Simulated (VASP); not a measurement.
Calculation: PBE GGA with D3 dispersion (Becke-Johnson damping), VASP's PBE PAW potentials (set 64) (plane waves; VASP 6.6.1).

VASP ran on this input.

**POSCAR**
```
MoS2
3.1482530
  0.4999999797  -0.8660252819   0.0000000000
  0.4999999797   0.8660252819   0.0000000000
  0.0000000000   0.0000000000   3.8266510882
Mo S
2 4
Cart
  0.4999999797   0.2886756713   0.9566627721
  0.4999999797  -0.2886756713   2.8699883162
  0.4999999797   0.2886756713   3.3671608307
  0.4999999797  -0.2886756713   1.4538352866
  0.4999999797  -0.2886756713   0.4594902575
  0.4999999797   0.2886756713   2.3728158016
```

**INCAR**
```
GGA=PE   # PBE
ISMEAR=0   # Gaussian
LCHARG=.False.
LASPH=.True.   # aspherical one-centre terms
ICHARG=11
LREAL=.False.   # projection in real space or not
LWAVE=.False.
LORBIT=11   # lm-projected
ALGO=Normal
ENCUT=520   # plane-wave cut-off (eV)
SIGMA=0.05   # width (eV)
IVDW=12   # D3, Becke-Johnson
NELM=100
EDIFF=1E-7   # SCF stop (eV)
SYSTEM=MoS2
LMAXMIX=4
PREC=Accurate
```

**KPOINTS**
```
k-points along high-symmetry lines
10
Line-mode
Reciprocal
  0.000000   0.000000   0.000000 ! GAMMA
  0.000000   0.500000   0.000000 ! M

  0.000000   0.500000   0.000000 ! M
 -0.333333   0.666667   0.000000 ! K

 -0.333333   0.666667   0.000000 ! K
  0.000000   0.000000   0.000000 ! GAMMA

  0.000000   0.000000   0.000000 ! GAMMA
  0.000000   0.000000   0.500000 ! A

  0.000000   0.000000   0.500000 ! A
  0.000000   0.500000   0.500000 ! L

  0.000000   0.500000   0.500000 ! L
 -0.333333   0.666667   0.500000 ! H

 -0.333333   0.666667   0.500000 ! H
  0.000000   0.000000   0.500000 ! A

  0.000000   0.500000   0.500000 ! L
  0.000000   0.500000   0.000000 ! M

 -0.333333   0.666667   0.500000 ! H
 -0.333333   0.666667   0.000000 ! K
```

POTCAR, in this order: Mo_sv S (PBE.64 set). Program: vasp_std. Read from the step before: CHGCAR.

**Question.** What will the output report for the number of irreducible k-points (NKPTS), largest plane-wave count, number of space-group operations, FFT grid (NGX, NGY, NGZ)?

**Answer.** 
The number of irreducible k-points (NKPTS) comes out as 90, the largest plane-wave count comes out as 2820 and the number of space-group operations is 24. The FFT grid (NGX, NGY, NGZ) is 24 × 24 × 90.

The compound is MoS2 in the 2H layered structure. It was relaxed first.
